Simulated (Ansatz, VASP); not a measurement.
# One calculation of CaC, two programs

```
Ca C
1.0
     4.29274    0.00000    0.00000
    -2.14637    3.71762    0.00000
     0.00000    0.00000    3.72811
Ca C
2 2
Direct
  0.33333 0.66667 0.25000
  0.66667 0.33333 0.75000
  0.00000 0.00000 0.25000
  0.00000 0.00000 0.75000
```

Alike in both runs: functional PBE; k mesh 12 × 12 × 12; occupations gaussian, width 0.1 eV; no spin polarisation.

Ansatz relaxed the structure, and its values are those at the end. VASP's run is a single point on that final structure, the one shown.

```csv
,VASP,Ansatz
version,VASP 6.6.1,Ansatz 0.2.0
potentials or method,"VASP PAW PBE potentials, release 64 (Ca_sv, C)","scalar-relativistic, plane waves, PAW"
plane-wave cutoff (eV),520,420
valence electrons in the cell,28,28
```

```tsv
	VASP	Ansatz	Ansatz less VASP
gap on the k mesh at the Fermi level (eV)	none	none	-
pressure (GPa)	0.3	0.0	-0.34
```

A gap of «none» marks a metal or a gap that the smearing closes.
